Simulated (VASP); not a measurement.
# CdSe: single point with r2SCAN

The system is CdSe.

```
Cd Se
1.0
     0.00000    3.02500    3.02500
     3.02500    0.00000    3.02500
     3.02500    3.02500    0.00000
Cd Se
1 1
Cartesian
  0.0000 0.0000 0.0000
  1.5125 1.5125 1.5125
```

Measurements of this composition are mostly on another form, of space group No. 186.

| Quantity | Value |
| --- | --- |
| Program | VASP 6.6.1 |
| Task | single point |
| Functional | r2SCAN |
| Potentials or basis | VASP PAW PBE potentials, release 64 (Cd, Se) |
| Cutoff | 520 eV |
| k mesh | 6 × 6 × 6 |
| Occupations | gaussian, width 0.1 eV |
| Spin | no spin polarisation |

```yaml
Pressure: 2.6 GPa
Band_gap_on_the_k_mesh: 1.12 eV, direct
```

Levels at points of the mesh, in eV from the valence-band top:
| k point | band 7 | band 8 | band 9 | band 10 | band 11 | band 12 |
| --- | --- | --- | --- | --- | --- | --- |
| (0.00, 0.00, 0.00) | 0.00 | 0.00 | 0.00 | 1.12 | 6.47 | 6.47 |
| (0.50, 0.00, 0.00) | -4.53 | -0.78 | -0.78 | 2.89 | 6.93 | 6.93 |
| (0.50, 0.50, 0.00) | -4.17 | -1.94 | -1.94 | 3.43 | 4.17 | 9.79 |

It took 33 s on 1 thread of Intel(R) Xeon(R) Platinum 8488C (Sapphire Rapids) (shared host), peak memory 0.18 GiB.

Caveat: the PAW data sets were made with another functional, which shifts forces and pressure a little. r2SCAN opens gaps a little over a GGA but as a rule still falls short of measured ones.
